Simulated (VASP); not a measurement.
Method: PBE GGA, VASP's PBE PAW potentials (set 64) (plane waves; VASP 6.6.1).

VASP input:

POSCAR:
```
Hf
1
    1.6269000000    -2.8178730000     0.0000000000
    1.6269000000     2.8178730000     0.0000000000
    0.0000000000     0.0000000000     5.1510000000
Hf
2
Direct
  0.3333330000   0.6666670000   0.2500000000
  0.6666670000   0.3333330000   0.7500000000
```

### KPOINTS
```
Automatic mesh
0
gamma
11 11 6
0 0 0
```

**INCAR**
```
SYSTEM = Hf
PREC = Accurate
ENCUT = 400
EDIFF = 1E-6
NELM = 100
ALGO = Normal
LREAL = .FALSE.
LASPH = .TRUE.
ISMEAR = 1
SIGMA = 0.1
GGA = PE
LMAXMIX = 6
LWAVE = .FALSE.
LCHARG = .FALSE.
ISIF = 2
```

POTCAR, in this order: Hf_pv (PBE.64 set). Program: vasp_std.

The run wrote:

### OUTCAR
```
 ion  position               nearest neighbor table
   1  0.333  0.667  0.250-   2 3.19   2 3.19   2 3.19   2 3.19   2 3.19   2 3.19
   2  0.667  0.333  0.750-   1 3.19   1 3.19   1 3.19   1 3.19   1 3.19   1 3.19
  LATTYP: Found a hexagonal cell.
 ALAT       =     3.2537996026
 C/A-ratio  =     1.5830722936
 Subroutine PRICEL returns:
 Original cell was already a primitive cell.
 Subroutine GETGRP returns: Found 24 space group operations
The static configuration has the point symmetry D_3d.
 The point group associated with its full space group is D_6h.
The dynamic configuration has the point symmetry D_3d.
 Subroutine INISYM returns: Found 24 space group operations
 Subroutine IBZKPT returns following result:
 Found     64 irreducible k-points:

 Following reciprocal coordinates:
            Coordinates               Weight
  0.000000  0.000000  0.000000      1.000000
  0.090909 -0.000000  0.000000      6.000000
  0.181818  0.000000  0.000000      6.000000
  0.272727  0.000000  0.000000      6.000000
  0.363636  0.000000  0.000000      6.000000
  0.454545  0.000000  0.000000      6.000000
  0.090909  0.090909  0.000000      6.000000
  0.181818  0.090909  0.000000     12.000000
  0.272727  0.090909  0.000000     12.000000
  0.363636  0.090909  0.000000     12.000000
  0.454545  0.090909  0.000000      6.000000
  0.181818  0.181818  0.000000      6.000000
  0.272727  0.181818  0.000000     12.000000
  0.363636  0.181818  0.000000     12.000000
  0.272727  0.272727  0.000000      6.000000
  0.363636  0.272727  0.000000      6.000000
  0.000000  0.000000  0.166667      2.000000
  0.090909 -0.000000  0.166667     12.000000
  0.181818  0.000000  0.166667     12.000000
  0.272727  0.000000  0.166667     12.000000
  0.363636  0.000000  0.166667     12.000000
  0.454545  0.000000  0.166667     12.000000
...
```

**OSZICAR**
```
       N       E                     dE             d eps       ncg     rms          rms(c)
DAV:   1     0.396101180199E+02    0.39610E+02   -0.10378E+04  1832   0.111E+03
DAV:   2    -0.188203049201E+02   -0.58430E+02   -0.57299E+02  2272   0.235E+02
DAV:   3    -0.205814229854E+02   -0.17611E+01   -0.17259E+01  2424   0.281E+01
DAV:   4    -0.205985640388E+02   -0.17141E-01   -0.17130E-01  2098   0.348E+00
DAV:   5    -0.205988509047E+02   -0.28687E-03   -0.28684E-03  2520   0.361E-01    0.631E+01
DAV:   6    -0.200198107342E+02    0.57904E+00   -0.58164E-01  1924   0.574E+00    0.371E+01
DAV:   7    -0.198211090395E+02    0.19870E+00   -0.95157E-01  1940   0.701E+00    0.216E+00
DAV:   8    -0.198105359882E+02    0.10573E-01   -0.52176E-02  2002   0.173E+00    0.237E-01
DAV:   9    -0.198106488147E+02   -0.11283E-03   -0.17933E-03  2446   0.331E-01    0.207E-01
DAV:  10    -0.198106317145E+02    0.17100E-04   -0.67771E-05  2088   0.642E-02    0.168E-01
DAV:  11    -0.198106356347E+02   -0.39201E-05   -0.49549E-06  2332   0.192E-02    0.262E-02
DAV:  12    -0.198106359945E+02   -0.35982E-06   -0.71455E-07  1334   0.681E-03
   1 F= -.19810636E+02 E0= -.19810419E+02  d E =-.652244E-03
```

OUTCAR:
```
------------------------ aborting loop because EDIFF is reached ----------------------------------------
  FORCE on cell =-STRESS in cart. coord.  units (eV):
  Direction    XX          YY          ZZ          XY          YZ          ZX
  --------------------------------------------------------------------------------------
  Total       -1.4395735     -1.4395730     -1.4757752      0.0000000     -0.0000000      0.0000000
  in kB      -48.8360569    -48.8360410    -50.0641653      0.0000000     -0.0000000      0.0000000
  external PRESSURE =     -49.2454210 kB  Pullay stress =       0.0000000 kB
  volume of cell :       47.23
      direct lattice vectors                 reciprocal lattice vectors
     1.626900000 -2.817873000  0.000000000     0.307332965 -0.177438799  0.000000000
     1.626900000  2.817873000  0.000000000     0.307332965  0.177438799  0.000000000
     0.000000000  0.000000000  5.151000000     0.000000000  0.000000000  0.194137061
 POSITION                                       TOTAL-FORCE (eV/Angst)
 -----------------------------------------------------------------------------------
      1.62690      0.93929      1.28775         0.000000      0.000000      0.000000
      1.62690     -0.93929      3.86325        -0.000000      0.000000      0.000000
 -----------------------------------------------------------------------------------
    total drift:                                0.000000      0.000191     -0.000016
  FREE ENERGIE OF THE ION-ELECTRON SYSTEM (eV)
  ---------------------------------------------------
  free  energy   TOTEN  =       -19.8106359945 eV

  energy  without entropy=      -19.8099837507  energy(sigma->0) =      -19.81041858
```
(Selected blocks of OUTCAR.)

The compound is Hf in the hcp structure. The cell was not relaxed at this level. The run is one of a series of settings (KPOINTS 11×11×6 Γ-centred mesh against the base run), some of them coarse on purpose.
